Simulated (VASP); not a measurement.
# Initial- and final-state core-level shifts of Cu3Os2, part 3 of 4

Which atoms of Cu3Os2 bind their core electrons more tightly, and does the hole change the order?

VASP 6.6.1, plane waves and PAW; the level of theory is named at each step.

So far. Step 2 (Relaxation): The forces on the free atoms are under 0.05 eV/Å.

### Step 4. Core hole, atom Os4, shell 4f

This step: final-state core hole with the electron kept at the Fermi level, PBE; plane waves and PAW (Os, Os, Cu) (VASP 6.6.1).

A core electron of Os4 (4f) is moved to the Fermi level; this atom comes first in POSCAR as a species of its own.

INCAR

```
SYSTEM = Cu3Os2
PREC = Normal
ENCUT = 330
EDIFF = 1E-05
NELM = 120
ISMEAR = 0
SIGMA = 0.1
LREAL = Auto
ALGO = Fast
GGA = PE
NBANDS = 121
LASPH = .TRUE.
LWAVE = .FALSE.
LCHARG = .FALSE.
KPAR = 2
NCORE = 4
ICORELEVEL = 2
CLNT = 1
CLN = 4
CLL = 3
CLZ = 1
ISIF = 0
```

POSCAR

```
Cu3Os2
1.0
    5.1335952314      0.0000000000      0.0000000000
    2.5667976157      4.4458238832      0.0000000000
    0.0000000000      0.0000000000     22.3831259086
Os Os Cu
1 7 12
Direct
    0.5000000000      0.5000000000      0.6929055323
    0.0000000000      0.0000000000      0.6929055323
    0.5000000000      0.0000000000      0.6929055323
    0.0000000000      0.5000000000      0.6929055323
    0.8333333330      0.3333333330      0.3070944677
    0.3333333330      0.3333333330      0.3070944677
    0.8333333330      0.8333333330      0.3070944677
    0.3333333330      0.8333333330      0.3070944677
    0.8333333330      0.3333333330      0.5943925810
    0.3333333330      0.3333333330      0.5943925810
    0.8333333330      0.8333333330      0.5943925810
    0.3333333330      0.8333333330      0.5943925810
    0.1666666670      0.1666666670      0.5000000000
    0.6666666670      0.1666666670      0.5000000000
    0.1666666670      0.6666666670      0.5000000000
    0.6666666670      0.6666666670      0.5000000000
    0.0000000000      0.0000000000      0.4056074190
    0.5000000000      0.0000000000      0.4056074190
    0.0000000000      0.5000000000      0.4056074190
    0.5000000000      0.5000000000      0.4056074190
```

KPOINTS

```
Automatic mesh
0
Gamma
5 5 1
0 0 0
```

PAW data sets: Os, Os and Cu (PBE family, release 64).

Run with:

```
$ mpirun -np 8 vasp_std
```

Log:

```text
[banner, memory and clock lines left out]
running    8 mpi-ranks, on    1 nodes
 distrk:  each k-point on    4 cores,    2 groups
 distr:  one band on    4 cores,    1 groups

 POSCAR found type information on POSCAR OsOsCu
 POSCAR found :  3 types and      20 ions
 LDA part: xc-table for (Slater+PW92), standard interpolation
 POSCAR, INCAR and KPOINTS ok, starting setup
 FFT: planning ... GRIDC
 FFT: planning ... GRID_SOFT
 FFT: planning ... GRID
 WAVECAR not read
 entering main loop
       N       E                     dE             d eps       ncg     rms          rms(c)
DAV:   1     0.174192765989E+04    0.17419E+04   -0.63217E+04  1210   0.143E+03
DAV:   2     0.137918524598E+03   -0.16040E+04   -0.15144E+04  1210   0.407E+02
DAV:   3    -0.176141129512E+03   -0.31406E+03   -0.28518E+03  1417   0.212E+02
DAV:   4    -0.220569510771E+03   -0.44428E+02   -0.41239E+02  1924   0.800E+01
DAV:   5    -0.222573381126E+03   -0.20039E+01   -0.19176E+01  1868   0.207E+01    0.891E+01
RMM:   6    -0.299939514050E+03   -0.77366E+02   -0.30862E+02  1621   0.118E+02    0.620E+01
RMM:   7    -0.498579460381E+03   -0.19864E+03   -0.25720E+02  1662   0.822E+01    0.976E+01
RMM:   8    -0.302682322086E+03    0.19590E+03   -0.66681E+01  1512   0.381E+01    0.977E+01
RMM:   9    -0.282026105104E+03    0.20656E+02   -0.56956E+01  1463   0.449E+01    0.797E+01
RMM:  10    -0.226475636514E+03    0.55550E+02   -0.38232E+01  1430   0.386E+01    0.314E+01
RMM:  11    -0.208753615830E+03    0.17722E+02   -0.18434E+01  1494   0.177E+01    0.387E+01
RMM:  12    -0.200575838852E+03    0.81778E+01   -0.55614E+00  1455   0.110E+01    0.353E+01
RMM:  13    -0.200549256378E+03    0.26582E-01   -0.20704E+00  1675   0.359E+00    0.355E+01
RMM:  14    -0.199953303216E+03    0.59595E+00   -0.28126E-01  1436   0.278E+00    0.315E+01
RMM:  15    -0.199736725248E+03    0.21658E+00   -0.14772E-01  1729   0.967E-01    0.306E+01
RMM:  16    -0.196046876492E+03    0.36898E+01   -0.28957E+00  2198   0.851E+00    0.181E+01
RMM:  17    -0.196072287015E+03   -0.25411E-01   -0.47826E-01  1821   0.341E+00    0.141E+01
RMM:  18    -0.197059488611E+03   -0.98720E+00   -0.10899E+01  2388   0.173E+01    0.195E+01
RMM:  19    -0.195852309793E+03    0.12072E+01   -0.77281E-01  1883   0.499E+00    0.120E+01
RMM:  20    -0.195546661772E+03    0.30565E+00   -0.13618E-01  1467   0.218E+00    0.109E+01
RMM:  21    -0.195434414729E+03    0.11225E+00   -0.16451E-01  1636   0.193E+00    0.114E+01
RMM:  22    -0.195207970387E+03    0.22644E+00   -0.12422E-01  1518   0.188E+00    0.948E+00
RMM:  23    -0.194952635185E+03    0.25534E+00   -0.18460E-01  1737   0.191E+00    0.634E+00
RMM:  24    -0.194886954434E+03    0.65681E-01   -0.43026E-02  1687   0.606E-01    0.513E+00
RMM:  25    -0.194859329622E+03    0.27625E-01   -0.33004E-02  1553   0.769E-01    0.269E+00
RMM:  26    -0.194862312339E+03   -0.29827E-02   -0.17385E-02  1678   0.383E-01    0.206E+00
RMM:  27    -0.194853071558E+03    0.92408E-02   -0.11665E-02  1511   0.478E-01    0.954E-01
RMM:  28    -0.194850929269E+03    0.21423E-02   -0.18579E-02  1672   0.576E-01    0.111E+00
RMM:  29    -0.194849224209E+03    0.17051E-02   -0.18595E-03  1443   0.222E-01    0.100E+00
RMM:  30    -0.194846486037E+03    0.27382E-02   -0.11681E-03  1343   0.193E-01    0.918E-01
RMM:  31    -0.194844485571E+03    0.20005E-02   -0.18644E-03  1468   0.162E-01    0.750E-01
RMM:  32    -0.194843651389E+03    0.83418E-03   -0.26430E-03  1714   0.224E-01    0.197E-01
RMM:  33    -0.194843507783E+03    0.14361E-03   -0.31985E-04  1566   0.682E-02    0.164E-01
RMM:  34    -0.194843333835E+03    0.17395E-03   -0.36997E-04  1526   0.704E-02    0.708E-02
RMM:  35    -0.194843418658E+03   -0.84823E-04   -0.94174E-05  1224   0.317E-02    0.888E-02
RMM:  36    -0.194843544172E+03   -0.12551E-03   -0.55854E-05  1091   0.318E-02    0.356E-02
RMM:  37    -0.194843756047E+03   -0.21187E-03   -0.51333E-05  1015   0.308E-02    0.421E-02
RMM:  38    -0.194843778637E+03   -0.22591E-04   -0.10082E-05   774   0.163E-02    0.213E-02
RMM:  39    -0.194843806778E+03   -0.28140E-04   -0.59698E-06   753   0.132E-02    0.200E-02
RMM:  40    -0.194843819568E+03   -0.12790E-04   -0.49024E-06   732   0.144E-02    0.858E-03
RMM:  41    -0.194843831890E+03   -0.12322E-04   -0.39647E-06   728   0.109E-02    0.799E-03
RMM:  42    -0.194843834828E+03   -0.29376E-05   -0.24494E-06   712   0.907E-03
   1 F= -.19484383E+03 E0= -.19480945E+03  d E =-.687693E-01
```

Run time: 95 s. Hardware: 8 MPI ranks of Intel Xeon Platinum 8375C at 2.90GHz (Ice Lake), shared host; peak memory 1.4 GiB.

Parts of OUTCAR (step 4):

```text
 Subroutine GETGRP returns: Found  6 space group operations
 (whereof  2 operations were pure point group operations)

The static configuration has the point symmetry C_1h.
 The point group associated with its full space group is C_3v.

 Found      5 irreducible k-points:

   NELECT =     197.0000    total number of electrons

 the core state eigenenergies are
   1-  1s -73870.6930  2s -12883.5419  2p -11218.5931  3s  -3016.4341  3p  -2527.7419
       3d  -1983.0806  4s   -647.0410  4p   -485.6810  4d   -285.8889  4f    -63.4244
       5s    -90.5425  5p    -48.0528
   2-  1s -73840.6788  2s -12853.2318  2p -11188.3382  3s  -2986.5722  3p  -2497.9543
       3d  -1953.0428  4s   -625.4347  4p   -465.2195  4d   -266.5486  4f    -45.8017
       5s    -85.1288  5p    -44.4574
   3-  1s -73840.6788  2s -12853.2318  2p -11188.3382  3s  -2986.5722  3p  -2497.9543
       3d  -1953.0428  4s   -625.4347  4p   -465.2195  4d   -266.5486  4f    -45.8017
       5s    -85.1288  5p    -44.4574
   4-  1s -73840.6788  2s -12853.2318  2p -11188.3382  3s  -2986.5722  3p  -2497.9543
       3d  -1953.0428  4s   -625.4347  4p   -465.2195  4d   -266.5486  4f    -45.8017
       5s    -85.1288  5p    -44.4574
   5-  1s -73840.5941  2s -12853.1556  2p -11188.2613  3s  -2986.5023  3p  -2497.8843
       3d  -1952.9723  4s   -625.3741  4p   -465.1600  4d   -266.4904  4f    -45.7463
       5s    -85.0918  5p    -44.4283
   6-  1s -73840.5941  2s -12853.1556  2p -11188.2613  3s  -2986.5023  3p  -2497.8843
       3d  -1952.9723  4s   -625.3741  4p   -465.1600  4d   -266.4904  4f    -45.7463
       5s    -85.0918  5p    -44.4283
   7-  1s -73840.6037  2s -12853.1651  2p -11188.2709  3s  -2986.5115  3p  -2497.8936
       3d  -1952.9816  4s   -625.3830  4p   -465.1688  4d   -266.4991  4f    -45.7550
       5s    -85.0997  5p    -44.4359
   8-  1s -73840.5941  2s -12853.1556  2p -11188.2613  3s  -2986.5023  3p  -2497.8843
       3d  -1952.9723  4s   -625.3741  4p   -465.1600  4d   -266.4904  4f    -45.7463
       5s    -85.0918  5p    -44.4283
   9-  1s  -8847.3919  2s  -1059.7028  2p   -914.1643  3s   -111.3139  3p    -68.6800

  10-  1s  -8847.3919  2s  -1059.7028  2p   -914.1643  3s   -111.3139  3p    -68.6800

  11-  1s  -8847.4803  2s  -1059.7999  2p   -914.2611  3s   -111.3746  3p    -68.7374

  12-  1s  -8847.3919  2s  -1059.7028  2p   -914.1643  3s   -111.3139  3p    -68.6800

  13-  1s  -8847.4269  2s  -1059.7158  2p   -914.1805  3s   -111.2925  3p    -68.6575

  14-  1s  -8847.4346  2s  -1059.7247  2p   -914.1894  3s   -111.2946  3p    -68.6591

  15-  1s  -8847.4346  2s  -1059.7247  2p   -914.1894  3s   -111.2946  3p    -68.6591

  16-  1s  -8847.4346  2s  -1059.7247  2p   -914.1894  3s   -111.2946  3p    -68.6591

  17-  1s  -8847.4987  2s  -1059.8172  2p   -914.2783  3s   -111.4016  3p    -68.7653

  18-  1s  -8847.4987  2s  -1059.8172  2p   -914.2783  3s   -111.4016  3p    -68.7653

  19-  1s  -8847.4987  2s  -1059.8172  2p   -914.2783  3s   -111.4016  3p    -68.7653

  20-  1s  -8847.4910  2s  -1059.8098  2p   -914.2709  3s   -111.3945  3p    -68.7582

 E-fermi :   1.2700

 k-point     1 :       0.0000    0.0000    0.0000
  band No.  band energies     occupation
    ...
     88       0.6572      2.00000
     89       0.6572      2.00000
     90       1.0377      1.99898
     91       1.2232      1.49133
     92       1.2232      1.49133
     93       1.6728      0.00000
     94       1.6730      0.00000
     95       1.6730      0.00000
     96       1.6978      0.00000
     97       1.7677      0.00000
    ...

 k-point     2 :       0.2000    0.0000    0.0000
  band No.  band energies     occupation
    ...
     91       0.8774      2.00000
     92       0.9899      1.99993
     93       1.0369      1.99902
     94       1.1807      1.79350
     95       1.1845      1.77322
     96       1.4426      0.01461
     97       1.5297      0.00024
     98       1.5531      0.00006
     99       1.6684      0.00000
    100       1.7192      0.00000
    ...

 POSITION                                       TOTAL-FORCE (eV/Angst)
 -----------------------------------------------------------------------------------
      3.85020      2.22291     15.50939        -0.000000      0.000000      0.150317
      0.00000      0.00000     15.50939         0.033331      0.019244      0.039336
      2.56680      0.00000     15.50939        -0.033331      0.019244      0.039336
      1.28340      2.22291     15.50939        -0.000000     -0.038487      0.039336
      5.13360      1.48194      6.87373         0.001354     -0.000781     -0.075307
      2.56680      1.48194      6.87373        -0.001354     -0.000781     -0.075307
      6.41699      3.70485      6.87373        -0.000000      0.000000     -0.060219
      3.85020      3.70485      6.87373        -0.000000      0.001563     -0.075307
      5.13360      1.48194     13.30436         0.037408     -0.021598     -0.054642
      2.56680      1.48194     13.30436        -0.037408     -0.021598     -0.054642
      6.41699      3.70485     13.30436        -0.000000      0.000000     -0.112571
      3.85020      3.70485     13.30436         0.000000      0.043195     -0.054642
      1.28340      0.74097     11.19156        -0.000000      0.000000     -0.004120
      3.85020      0.74097     11.19156        -0.000000      0.011819      0.013911
      2.56680      2.96388     11.19156         0.010235     -0.005909      0.013911
      5.13360      2.96388     11.19156        -0.010235     -0.005909      0.013911
      0.00000      0.00000      9.07876        -0.000298     -0.000172      0.063999
      2.56680      0.00000      9.07876         0.000298     -0.000172      0.063999
      1.28340      2.22291      9.07876        -0.000000      0.000345      0.063999
      3.85020      2.22291      9.07876        -0.000000      0.000000      0.064704
 -----------------------------------------------------------------------------------
    total drift:                                0.000012      0.000007     -0.015155

  FREE ENERGIE OF THE ION-ELECTRON SYSTEM (eV)
  ---------------------------------------------------
  free  energy   TOTEN  =      -194.8438348281 eV

  energy  without entropy=     -194.7750654935  energy(sigma->0) =     -194.80945016

[... 6 parts as in an earlier step ...]

[... 4 further parts left out ...]
```

This run has no spin polarisation.

Numbers from this step:

* free energy (TOTEN): -194.8438 eV
* energy at zero smearing: -194.8095 eV
* Fermi energy: 1.27 eV

This is the reference for holes on Os.

### Step 5. Core hole, atom Os3, shell 4f

The same hole on the next atom.

INCAR is that of step 4.

Edit POSCAR of step 4 so:

```diff
@@ -8,6 +8,6 @@
 Direct
-    0.5000000000      0.5000000000      0.6929055323
+    0.0000000000      0.5000000000      0.6929055323
     0.0000000000      0.0000000000      0.6929055323
     0.5000000000      0.0000000000      0.6929055323
-    0.0000000000      0.5000000000      0.6929055323
+    0.5000000000      0.5000000000      0.6929055323
     0.8333333330      0.3333333330      0.3070944677
```

KPOINTS is that of step 4.

Run with:

```
$ mpirun -np 8 vasp_std
```

Log:

```text
[... set-up lines as in an earlier step ...]
 entering main loop
       N       E                     dE             d eps       ncg     rms          rms(c)
DAV:   1     0.174151595510E+04    0.17415E+04   -0.63212E+04  1210   0.143E+03
DAV:   2     0.137423100842E+03   -0.16041E+04   -0.15124E+04  1218   0.407E+02
DAV:   3    -0.176240049272E+03   -0.31366E+03   -0.28467E+03  1409   0.212E+02
DAV:   4    -0.220652001811E+03   -0.44412E+02   -0.41149E+02  1916   0.788E+01
[...]
RMM:  36    -0.194843791482E+03   -0.50070E-04   -0.15089E-05   783   0.155E-02    0.190E-02
RMM:  37    -0.194843820196E+03   -0.28714E-04   -0.19797E-05   798   0.244E-02    0.138E-02
RMM:  38    -0.194843829170E+03   -0.89735E-05   -0.69030E-06   726   0.148E-02
   1 F= -.19484383E+03 E0= -.19480947E+03  d E =-.687114E-01
```

Elapsed: 91 s, on 8 MPI ranks; peak memory 1.4 GiB.

From OUTCAR (step 5):

```text
 POSITION                                       TOTAL-FORCE (eV/Angst)
 -----------------------------------------------------------------------------------
      1.28340      2.22291     15.50939         0.000000     -0.000000      0.150533
      0.00000      0.00000     15.50939        -0.033431      0.019301      0.039620
      2.56680      0.00000     15.50939         0.033431      0.019301      0.039620
      3.85020      2.22291     15.50939         0.000000     -0.038603      0.039620
      5.13360      1.48194      6.87373        -0.001289     -0.000744     -0.075920
      2.56680      1.48194      6.87373         0.001289     -0.000744     -0.075920
      6.41699      3.70485      6.87373         0.000000      0.001488     -0.075920
      3.85020      3.70485      6.87373         0.000000     -0.000000     -0.060882
      5.13360      1.48194     13.30436        -0.037407     -0.021597     -0.054335
      2.56680      1.48194     13.30436         0.037407     -0.021597     -0.054335
      6.41699      3.70485     13.30436         0.000000      0.043193     -0.054335
      3.85020      3.70485     13.30436         0.000000     -0.000000     -0.112429
      1.28340      0.74097     11.19156         0.000000      0.011853      0.014167
      3.85020      0.74097     11.19156         0.000000     -0.000000     -0.003883
[...]
-----------------------------------------------------------------------------------
    total drift:                                0.000012      0.000007     -0.014935

  FREE ENERGIE OF THE ION-ELECTRON SYSTEM (eV)
  ---------------------------------------------------
  free  energy   TOTEN  =      -194.8438291697 eV

  energy  without entropy=     -194.7751177288  energy(sigma->0) =     -194.80947345

[... 2 parts as in an earlier step ...]

[... 1 further part left out ...]
[key lines of the parts left out:]
E-fermi :   1.2698
```

Against the hole on Os4 the energy differs by +0.00 eV.

### Step 6. Core hole, atom Cu9, shell 2p

This step: final-state core hole with the electron kept at the Fermi level, PBE; plane waves and PAW (Cu, Os, Cu) (VASP 6.6.1).

System of this step: Cu3Os2. The cell holds 20 atoms: 12 Cu and 8 Os. Cell: a = 5.134 Å, b = 5.134 Å, c = 22.383 Å, α = 90.0°, β = 90.0°, γ = 60.0°. It derives from Cu. Overlayer: added Os, how one layer, both faces. Vacuum lies along c.

A core electron of Cu9 (2p) is moved to the Fermi level; this atom comes first in POSCAR as a species of its own.

Edit INCAR of step 5 so:

```diff
@@ -18,4 +18,4 @@
 CLNT = 1
-CLN = 4
-CLL = 3
+CLN = 2
+CLL = 1
 CLZ = 1
```

Edit POSCAR of step 5 so:

```diff
@@ -5,8 +5,9 @@
     0.0000000000      0.0000000000     22.3831259086
-Os Os Cu
-1 7 12
+Cu Os Cu
+1 8 11
 Direct
-    0.0000000000      0.5000000000      0.6929055323
+    0.8333333330      0.3333333330      0.5943925810
     0.0000000000      0.0000000000      0.6929055323
     0.5000000000      0.0000000000      0.6929055323
+    0.0000000000      0.5000000000      0.6929055323
     0.5000000000      0.5000000000      0.6929055323
@@ -16,3 +17,2 @@
     0.3333333330      0.8333333330      0.3070944677
-    0.8333333330      0.3333333330      0.5943925810
     0.3333333330      0.3333333330      0.5943925810
```

KPOINTS is that of step 5.

Potentials, in the order of the species: Cu, Os and Cu (PBE family, release 64).

Run with:

```
$ mpirun -np 8 vasp_std
```

Log:

```text
[banner, memory and clock lines left out]
running    8 mpi-ranks, on    1 nodes
[...]
LDA part: xc-table for (Slater+PW92), standard interpolation
 POSCAR, INCAR and KPOINTS ok, starting setup
[...]
entering main loop
       N       E                     dE             d eps       ncg     rms          rms(c)
DAV:   1     0.152737051862E+04    0.15274E+04   -0.63894E+04  1242   0.146E+03
DAV:   2    -0.730044189659E+02   -0.16004E+04   -0.15180E+04  1210   0.418E+02
DAV:   3    -0.383674335854E+03   -0.31067E+03   -0.28414E+03  1351   0.212E+02
DAV:   4    -0.426588580004E+03   -0.42914E+02   -0.39766E+02  1884   0.775E+01
[...]
RMM:  28    -0.408467560809E+03   -0.13394E-04   -0.23749E-06   815   0.781E-03    0.226E-03
RMM:  29    -0.408467572263E+03   -0.11454E-04   -0.15695E-06   772   0.648E-03    0.303E-03
RMM:  30    -0.408467574102E+03   -0.18391E-05   -0.88816E-07   744   0.534E-03
   1 F= -.40846757E+03 E0= -.40843097E+03  d E =-.732087E-01
```

Elapsed: 59 s, on 8 MPI ranks; peak memory 1.4 GiB.

(Continued in part 4 of 4.)

[Lines on the potential files, build, host, timing and source positions are cut from VASP's logs without a mark.]

[Logs are printed without paths, hosts, clocks, repeated set-up lines and the standing remarks that a program may print on its own settings, such as how far it seeks lower states.]

[Hosts, paths, dates, database ids (printed as entryN), source tags and the programs' standing remarks are cut or masked in the printed files.]
